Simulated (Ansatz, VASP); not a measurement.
# LaSi2Ir2 in VASP and in Ansatz

```xyz
5
Lattice="-2.0381 2.0381 5.0992 2.0381 -2.0381 5.0992 2.0381 2.0381 -5.0992" Properties=species:S:1:pos:R:3 pbc="T T T"
La    0.0000    0.0000    0.0000
Si    0.0000    0.0000    3.8043
Si    0.0000    0.0000    6.3941
Ir    0.0000    2.0381    2.5496
Ir    2.0381    0.0000    2.5496
```

Alike in both runs: functional LDA; k mesh 16 × 16 × 16; occupations gaussian, width 0.05 eV; no spin polarisation.

Ansatz relaxed the structure, and its values are those at the end. VASP's run is a single point on that final structure, the one shown.

|  | VASP | Ansatz |
| --- | --- | --- |
| version | VASP 6.6.1 | Ansatz 0.2.0 |
| potentials or method | VASP PAW LDA potentials, release 64 (La, Si, Ir) | scalar-relativistic, plane waves, PAW |
| plane-wave cutoff (eV) | 520 | 420 |
| valence electrons in the cell | 37 | 53 |

```tsv
	VASP	Ansatz	Ansatz less VASP
gap on the k mesh at the Fermi level (eV)	none	none	-
pressure (GPa)	0.8	0.0	-0.79
rms of the force components (eV/Å)	0.040	0.001	-0.0391
```

A gap of «none» marks a metal or a gap that the smearing closes. The two sets of potentials don't hold the same shells in valence.

The runs have no spin-orbit coupling, so splittings on Ir, La are missing.
